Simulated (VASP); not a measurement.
A convergence study with VASP on PbO₂ (rutile): one setting is varied, all else stays as given below, so the limit is that of these other settings.

```xyz
6
Lattice="4.9600 0.0000 0.0000 0.0000 4.9600 0.0000 0.0000 0.0000 3.3900" Properties=species:S:1:pos:R:3 pbc="T T T"
Pb     0.0000     0.0000     0.0000
Pb     2.4800     2.4800     1.6950
O      1.5227     1.5227     0.0000
O      4.0027     0.9573     1.6950
O      0.9573     4.0027     1.6950
O      3.4373     3.4373     0.0000
```

Computed with PBE GGA, VASP's PBE PAW potentials (set 64) (plane waves; VASP). The tightest run used: 700 eV cut-off, 9×9×13 Γ-centred mesh, first-order Methfessel-Paxton smearing of 0.10 eV, potentials Pb_d O.

The settings run are 1×1×1 mesh; 1×1×2 mesh; 2×2×3 mesh; 3×3×4 mesh; 4×4×5 mesh; 4×4×6 mesh; 5×5×7 mesh; 6×6×8 mesh; 6×6×9 mesh; 7×7×10 mesh; 8×8×11 mesh; 8×8×12 mesh; 9×9×13 mesh. From which on does the stress (every component) stay within 0.5 GPa of the tightest run?

From 4×4×5 mesh on: it is off by 0.22 there and by no more than 0.5 in any finer run, while 3×3×4 mesh is off by 0.80.
```csv
setting,E (eV/atom),pressure (GPa),largest force (eV/Å),irreducible k-points,difference judged (GPa)
1×1×1 mesh,-4.0167,43.43,1.523,1,37.24
1×1×2 mesh,-5.1710,22.14,0.538,2,13.67
2×2×3 mesh,-5.2914,10.47,0.125,6,2.85
3×3×4 mesh,-5.2924,9.20,0.081,9,0.80
4×4×5 mesh,-5.2910,8.91,0.053,18,0.22
4×4×6 mesh,-5.2908,8.84,0.049,24,0.09
5×5×7 mesh,-5.2900,8.77,0.042,24,0.05
6×6×8 mesh,-5.2895,8.76,0.039,50,0.10
6×6×9 mesh,-5.2895,8.75,0.039,50,0.13
7×7×10 mesh,-5.2894,8.83,0.044,60,0.02
8×8×11 mesh,-5.2895,8.85,0.045,90,0.05
8×8×12 mesh,-5.2895,8.85,0.045,105,0.05
9×9×13 mesh,-5.2895,8.82,0.043,105,0.00
```

Left out are rungs that failed or repeat a setting and relaxations that didn't move; long series are thinned to 24 rows.

The compound is PbO2 in the rutile structure. The cell was not relaxed at this level, forces remain on its atoms.
